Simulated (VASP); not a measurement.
# Ti2BN (I4_1/amd) in VASP: settings compared

One crystal, Ti2BN, is run at these levels: PBE, r2SCAN; tasks: relaxation of cell and atoms, single point.

All numbers are computed with VASP 6.6.1; they aren't measurements. Logs are shortened: lines on timing, memory, paths and dates and some standing lists are left out, and cuts for length are marked.

## Step 1: The crystal as given

The structure is tetragonal, space group I4_1/amd (No. 141). Conventional cell: a = 4.377 Å, b = 4.377 Å, c = 8.708 Å, α = 90.00°, β = 90.00°, γ = 90.00°. Ti (site symmetry 2mm) has 3 N at 2.11 to 2.19 Å and 3 B at 2.19 to 2.24 Å as nearest neighbours. Around B (site symmetry -4m2) lie 6 Ti at 2.19 to 2.24 Å. Around N (site symmetry -4m2) lie 6 Ti at 2.11 to 2.19 Å.

The cell was built by a generator and needn't be a form met in nature.

## Step 2: Relaxation of cell and atoms, PBE

INCAR

```
SYSTEM = Ti2BN
PREC = Accurate
ENCUT = 520
EDIFF = 1E-7
ISMEAR = 0
SIGMA = 0.1
LREAL = .FALSE.
LASPH = .TRUE.
NELM = 120
ALGO = Normal
ISIF = 3
LWAVE = .FALSE.
LCHARG = .FALSE.
GGA = PE
IBRION = 2
NSW = 60
EDIFFG = -0.005
POTIM = 0.3
KPAR = 4
```

KPOINTS

```
Automatic mesh
0
G
  10 10 10
  0 0 0
```

POSCAR

```
Ti2BN                                   
1.0
   -2.1882800986      2.1882800986      4.3539857017
    2.1882800986     -2.1882800986      4.3539857017
    2.1882800986      2.1882800986     -4.3539857017
  Ti              B               N             
     4     2     2
Direct
     0.7423543218851085    0.7423543218851085    0.0000000000000000
     0.0076456781148914    0.5076456781148915    0.5000000000000000
     0.4923543218851086    0.9923543218851085    0.5000000000000000
     0.2576456781148914    0.2576456781148914    0.0000000000000000
     0.7500000000000000    0.2500000000000000    0.5000000000000000
     0.0000000000000000    0.0000000000000000    0.0000000000000000
     0.5000000000000000    0.5000000000000000    0.0000000000000000
     0.2500000000000000    0.7500000000000000    0.5000000000000000
```

Potentials or basis: VASP PAW PBE potentials, release 64 (Ti_sv, B, N).

On the command line:

```bash
> cat potpaw_PBE.64/Ti_sv/POTCAR potpaw_PBE.64/B/POTCAR potpaw_PBE.64/N/POTCAR > POTCAR
> mpirun -np 4 vasp_std > vasp.out
```

OUTCAR:

```text
SYSTEM = Ti2BN
   PREC = Accurate
   ENCUT = 520
   EDIFF = 1E-7
   ISMEAR = 0
   LREAL = .FALSE.
   LASPH = .TRUE.
   NELM = 120
   ISIF = 3
   GGA = PE
   IBRION = 2
   NSW = 60
   EDIFFG = -0.005
   POTIM = 0.3

 ion  position               nearest neighbor table
   1  0.742  0.742  0.000-   7 2.11   5 2.19   8 2.19   5 2.19   8 2.19   6 2.24
   2  0.008  0.508  0.500-   8 2.11   7 2.19   6 2.19   6 2.19   7 2.19   5 2.24
   3  0.492  0.992  0.500-   8 2.11   7 2.19   6 2.19   6 2.19   7 2.19   5 2.24
   4  0.258  0.258  0.000-   7 2.11   5 2.19   8 2.19   8 2.19   5 2.19   6 2.24
   5  0.750  0.250  0.500-   4 2.19   1 2.19   4 2.19   1 2.19   2 2.24   3 2.24
   6  0.000  0.000  0.000-   2 2.19   3 2.19   2 2.19   3 2.19   1 2.24   4 2.24
   7  0.500  0.500  0.000-   1 2.11   4 2.11   3 2.19   2 2.19   2 2.19   3 2.19
   8  0.250  0.750  0.500-   2 2.11   3 2.11   4 2.19   1 2.19   4 2.19   1 2.19

  LATTYP: Found a body centered tetragonal cell.
 ALAT       =     4.3765601972
 C/A-ratio  =     1.9896839095

  Lattice vectors:

 A1 = (  -2.1882800986,   2.1882800986,   4.3539857017)
 A2 = (   2.1882800986,  -2.1882800986,   4.3539857017)
 A3 = (   2.1882800986,   2.1882800986,  -4.3539857017)

Analysis of symmetry for initial positions (statically):
=====================================================================
 Subroutine PRICEL returns:
 Original cell was already a primitive cell.

 Routine SETGRP: Setting up the symmetry group for a
 body centered tetragonal supercell.

 Subroutine GETGRP returns: Found 16 space group operations
 (whereof  8 operations were pure point group operations)
 out of a pool of 16 trial point group operations.

The static configuration has the point symmetry D_2d.
 The point group associated with its full space group is D_4h.

Analysis of symmetry for dynamics (positions and initial velocities):
=====================================================================
 Subroutine PRICEL returns:
 Original cell was already a primitive cell.

 Routine SETGRP: Setting up the symmetry group for a
 body centered tetragonal supercell.

 Subroutine GETGRP returns: Found 16 space group operations
 (whereof  8 operations were pure point group operations)
 out of a pool of 16 trial point group operations.

The dynamic configuration has the point symmetry D_2d.
 The point group associated with its full space group is D_4h.

 Subroutine INISYM returns: Found 16 space group operations
 (whereof  8 operations are pure point group operations),
 and found     1 'primitive' translations

----------------------------------------------------------------------------------------

                                     Primitive cell

  volume of cell :      83.3975

  direct lattice vectors                    reciprocal lattice vectors
    -2.188280099  2.188280099  4.353985702     0.000000000  0.228489945  0.114837309
     2.188280099 -2.188280099  4.353985702     0.228489945  0.000000000  0.114837309
     2.188280099  2.188280099 -4.353985702     0.228489945  0.228489945  0.000000000

  length of vectors
     5.341753558  5.341753558  5.341753558     0.255724974  0.255724974  0.323133579

  position of ions in fractional coordinates (direct lattice)
     0.742354322  0.742354322  0.000000000
     0.007645678  0.507645678  0.500000000
     0.492354322  0.992354322  0.500000000
     0.257645678  0.257645678  0.000000000
     0.750000000  0.250000000  0.500000000
     0.000000000  0.000000000  0.000000000
     0.500000000  0.500000000  0.000000000
     0.250000000  0.750000000  0.500000000

  ion indices of the primitive-cell ions
   primitive index   ion index
                 1           1
                 2           2
                 3           3
                 4           4
                 5           5
                 6           6
                 7           7
                 8           8

----------------------------------------------------------------------------------------

 KPOINTS: Automatic mesh

Automatic generation of k-mesh.
 Grid dimensions read from file:
 generate k-points for:   10   10   10

 Generating k-lattice:

  Cartesian coordinates                     Fractional coordinates (reciprocal lattice)
     0.000000000  0.022848995  0.011483731     0.100000000  0.000000000  0.000000000
     0.022848995  0.000000000  0.011483731     0.000000000  0.100000000  0.000000000
     0.022848995  0.022848995  0.000000000     0.000000000  0.000000000  0.100000000

  Length of vectors
     0.025572497  0.025572497  0.032313358

  Shift w.r.t. Gamma in fractional coordinates (k-lattice)
     0.000000000  0.000000000  0.000000000

 Subroutine IBZKPT returns following result:
 ===========================================

 Found    102 irreducible k-points:

 Following reciprocal coordinates:
            Coordinates               Weight
  0.000000  0.000000  0.000000      1.000000
  0.100000 -0.000000  0.000000      8.000000
  0.200000 -0.000000  0.000000      8.000000
  0.300000  0.000000 -0.000000      8.000000
  0.400000 -0.000000  0.000000      8.000000
  0.500000  0.000000  0.000000      4.000000
[... 16 lines left out ...]
  0.300000  0.300000 -0.000000      8.000000
  0.400000  0.300000  0.000000     16.000000
 [... further k-points ...]
   k-points           NKPTS =    102   k-points in BZ     NKDIM =    102   number of bands    NBANDS=     38
   number of dos      NEDOS =    301   number of ions     NIONS =      8
   total plane-waves  NPLWV =  64000
   dimension x,y,z NGX =    40 NGY =   40 NGZ =   40
   dimension x,y,z NGXF=    80 NGYF=   80 NGZF=   80
   ions per type =               4   2   2
   NGX,Y,Z   is equivalent  to a cutoff of  12.45, 12.45, 12.45 a.u.
   NGXF,Y,Z  is equivalent  to a cutoff of  24.90, 24.90, 24.90 a.u.
 SYSTEM =  Ti2BN
   PREC   = accura    normal or accurate (medium, high low for compatibility)
   ISTART =      0    job   : 0-new  1-cont  2-samecut
   ICHARG =      2    charge: 1-file 2-atom 10-const
   ISPIN  =      1    spin polarized calculation?
   LNONCOLLINEAR =      F non collinear calculations
   LSORBIT =      F    spin-orbit coupling
   LASPH  =      T    aspherical Exc in radial PAW
   ENCUT  =  520.0 eV  38.22 Ry    6.18 a.u.   9.93  9.93  9.93*2*pi/ulx,y,z
   NELM   =    120;   NELMIN=  2; NELMDL= -5     # of ELM steps
   EDIFF  = 0.1E-06   stopping-criterion for ELM
   LREAL  =      F    real-space projection
   EDIFFG = -.5E-02   stopping-criterion for IOM
   NSW    =     60    number of steps for IOM
   IBRION =      2    ionic relax: 0-MD 1-quasi-New 2-CG
   NFREE  =      1    steps in history (QN), initial steepest desc. (CG)
   ISIF   =      3    stress and relaxation
   ISYM   =      2    0-nonsym 1-usesym 2-fastsym
   POTIM  = 0.3000    time-step for ionic-motion
   TEBEG  =    0.0;   TEEND  =   0.0 temperature during run
   PSTRESS=    0.0 pullay stress
   NELECT =      64.0000    total number of electrons
   NUPDOWN=      -1.0000    fix difference up-down
   EMIN   =  10.00;   EMAX   =-10.00  energy-range for DOS
   EFERMI =   0.00;   METHOD = LEGACY
   ISMEAR =     0;   SIGMA  =   0.10  broadening in eV -4-tet -1-fermi 0-gaus
   EFERMI_NEDOS =   21; number of points for ismear=-14 and -15
   IALGO  =     38    algorithm
   IMIX   =      4    mixing-type and parameters
     AMIX     =   0.40;   BMIX     =  1.00
     AMIX_MAG =   1.60;   BMIX_MAG =  1.00
  volume/ion in A,a.u.               =      10.42        70.35
  Fermi-wavevector in a.u.,A,eV,Ry     =   1.498824  2.832366 30.565114  2.246472
  Thomas-Fermi vector in A             =   2.610533
   LORBIT       =      0    0 simple, 1 ext, 2 COOP (PROOUT), +10 PAW based schemes
   GGA     = PE    functional components
   LHFCALC =     F    Hartree Fock is set to
   AEXX    =    0.0000 exact exchange contribution
   IVDW    =     0    specifies the selected vdW correction
   LEPSILON=     F    determine dielectric tensor
   LRPA    =     F    only Hartree local field effects (RPA)
 conjugate gradient relaxation of ions
 non-spin polarized calculation
 Gauss-broadening in eV      SIGMA  =   0.10
  energy-cutoff  :      520.00
  volume of cell :       83.40
 maximum number of plane-waves:      2264
   NGX = 19   NGY = 19   NGZ = 19

 number of electron      63.9999993 magnetization

 Free energy of the ion-electron system (eV)
  ---------------------------------------------------
  ext. energy  EPLUGINS =         0.00000000
  ---------------------------------------------------
  free energy    TOTEN  =       -70.54365973 eV

  energy without entropy =      -70.53359366  energy(sigma->0) =      -70.53862670

 E-fermi :   9.2092     XC(G=0): -12.4971

 val. band max:        9.2088426368   @ k =  -0.2000  -0.2000   0.2000
 cond. band min:       9.2095198790   @ k =  -0.2000   0.1000  -0.0000
 fundamental gap:      0.0006772422
 Fermi energy:         9.2091751645

 k-point     1 :       0.0000    0.0000    0.0000
  band No.  band energies     occupation
      1     -47.5659      2.00000
      2     -47.4798      2.00000
      3     -47.4771      2.00000
      4     -47.4752      2.00000
      5     -24.0082      2.00000
      6     -23.9630      2.00000
[... 30 lines left out ...]
     37      10.7618      0.00000
     38      11.2392      0.00000

 k-point     2 :       0.1000   -0.0000    0.0000
  band No.  band energies     occupation
      1     -47.5633      2.00000
      2     -47.4811      2.00000
      3     -47.4782      2.00000
      4     -47.4755      2.00000
      5     -24.0013      2.00000
      6     -23.9735      2.00000
[... 30 lines left out ...]
     37      11.1915      0.00000
     38      11.5210      0.00000
[... 859 lines left out ...]
     37      11.2490      0.00000
     38      11.8887      0.00000

 k-point    24 :       0.4000    0.3000    0.0000
  band No.  band energies     occupation
      1     -47.5134      2.00000
      2     -47.5014      2.00000
      3     -47.4947      2.00000
      4     -47.4885      2.00000
      5     -24.1058      2.00000
      6     -24.0713      2.00000
[... 30 lines left out ...]
     37      11.5397      0.00000
     38      11.8507      0.00000

 [... further k-points ...]

------------------------ aborting loop because EDIFF is reached ----------------------------------------

  FORCE on cell =-STRESS in cart. coord.  units (eV):
  Direction    XX          YY          ZZ          XY          YZ          ZX
  --------------------------------------------------------------------------------------
  -------------------------------------------------------------------------------------
  Total        0.0061699      0.0061699      0.0279981      0.0000000      0.0000000      0.0000000
  in kB        0.1185316      0.1185316      0.5378807      0.0000000      0.0000000      0.0000000
  external PRESSURE =       0.2583147 kB  Pullay stress =       0.0000000 kB

 VOLUME and BASIS-vectors are now :
 -----------------------------------------------------------------------------
  energy-cutoff  :      520.00
  volume of cell :       83.40
      direct lattice vectors                 reciprocal lattice vectors
    -2.188280099  2.188280099  4.353985702     0.000000000  0.228489945  0.114837309
     2.188280099 -2.188280099  4.353985702     0.228489945  0.000000000  0.114837309
     2.188280099  2.188280099 -4.353985702     0.228489945  0.228489945  0.000000000

 POSITION                                       TOTAL-FORCE (eV/Angst)
 -----------------------------------------------------------------------------------
      0.00000      0.00000      6.46440         0.000000     -0.000000      0.001311
      2.18828      0.00000      0.06658        -0.000000      0.000000     -0.001311
      2.18828      0.00000      4.28741        -0.000000      0.000000      0.001311
      0.00000      0.00000      2.24357         0.000000     -0.000000     -0.001311
      0.00000      2.18828      2.17699         0.000000      0.000000     -0.000000
      0.00000      0.00000      0.00000         0.000000      0.000000     -0.000000
      0.00000      0.00000      4.35399         0.000000      0.000000     -0.000000
      2.18828      0.00000      2.17699         0.000000      0.000000     -0.000000
 -----------------------------------------------------------------------------------
    total drift:                                0.000000      0.000000     -0.000000

  FREE ENERGIE OF THE ION-ELECTRON SYSTEM (eV)
  ---------------------------------------------------
  free  energy   TOTEN  =       -70.5436597341 eV

  energy  without entropy=      -70.5335936606  energy(sigma->0) =      -70.53862670

 reached required accuracy - stopping structural energy minimisation
```

Run time: 2.4 min. Hardware: 4 MPI ranks of Intel Xeon Platinum 8488C (Sapphire Rapids), shared host; peak memory 0.42 GiB.

Results:

| Quantity | Value |
| --- | --- |
| Free energy | -70.5437 eV |
| Pressure after relaxing | 0.0 GPa |
| Band gap on the k mesh | none (metal or under the smearing width) |

Final structure:
```
Ti B N
1.0
    -2.18828    2.18828    4.35399
     2.18828   -2.18828    4.35399
     2.18828    2.18828   -4.35399
Ti B N
4 2 2
Direct
  0.74235 0.74235 0.00000
  0.00765 0.50765 0.50000
  0.49235 0.99235 0.50000
  0.25765 0.25765 0.00000
  0.75000 0.25000 0.50000
  0.00000 0.00000 0.00000
  0.50000 0.50000 0.00000
  0.25000 0.75000 0.50000
```

Caveat: the relaxation stopped at its first step, so nothing moved.

## Step 3: Single point, r2SCAN

INCAR

```
SYSTEM = Ti2BN
ALGO = Normal
EDIFF = 1E-6
ENCUT = 520
ISIF = 2
ISMEAR = 0
KPAR = 4
LASPH = .True.
LCHARG = .False.
LMIXTAU = .True.
LREAL = .False.
LWAVE = .False.
METAGGA = R2SCAN
NBANDS = 42
NELM = 150
PREC = Accurate
SIGMA = 0.1
```

KPOINTS

```
k-points
0
Gamma
  10 10 10
  0 0 0
```

POSCAR, as its differences from that of step 2:

```diff
@@ -8,6 +8,6 @@
 Direct
-     0.7423543218851085    0.7423543218851085    0.0000000000000000
-     0.0076456781148914    0.5076456781148915    0.5000000000000000
-     0.4923543218851086    0.9923543218851085    0.5000000000000000
-     0.2576456781148914    0.2576456781148914    0.0000000000000000
+     0.7423543218851094    0.7423543218851094    0.0000000000000000
+     0.0076456781148906    0.5076456781148906    0.5000000000000000
+     0.4923543218851094    0.9923543218851094    0.5000000000000000
+     0.2576456781148906    0.2576456781148906    0.0000000000000000
      0.7500000000000000    0.2500000000000000    0.5000000000000000
```

Potentials or basis: VASP PAW PBE potentials, release 64 (Ti_sv, B, N).

On the command line:

```bash
> cat potpaw_PBE.64/Ti_sv/POTCAR potpaw_PBE.64/B/POTCAR potpaw_PBE.64/N/POTCAR > POTCAR
> mpirun -np 4 vasp_std > vasp.out
```

Run time: 7.3 min. Hardware: 4 MPI ranks of Intel Xeon Platinum 8488C (Sapphire Rapids), shared host; peak memory 0.45 GiB.

It converged, with:

```yaml
Free_energy: -95.1491 eV
Pressure: -0.8 GPa
Largest_force: 0.079 eV/Å
Band_gap_on_the_k_mesh: none (metal or under the smearing width)
```

Forces on the atoms (eV/Å):
```
Ti   0.000  0.000  0.079
Ti   0.000  0.000 -0.079
Ti   0.000  0.000  0.079
Ti   0.000  0.000 -0.079
B    0.000  0.000  0.000
B    0.000  0.000  0.000
N    0.000  0.000  0.000
N    0.000  0.000  0.000
```

Stress tensor (GPa, compression positive):
```
-0.92  0.00  0.00
 0.00 -0.92  0.00
 0.00  0.00 -0.61
```

Levels at points of the mesh, in eV from the Fermi level:
```
           k point  band 30  band 31  band 32  band 33  band 34  band 35
(0.00, 0.00, 0.00)    -0.37     0.61     0.61     0.70     1.08     1.08
(0.50, 0.00, 0.00)    -1.64    -1.31    -0.93     1.04     1.08     2.13
(0.50, 0.50, 0.00)    -2.73    -2.07    -2.07     2.10     2.10     2.66
(0.50, 0.50, 0.50)    -0.64    -0.38    -0.38     0.00     0.00     1.48
```

Caveat: the PAW data sets were made with another functional, which shifts forces and pressure a little.
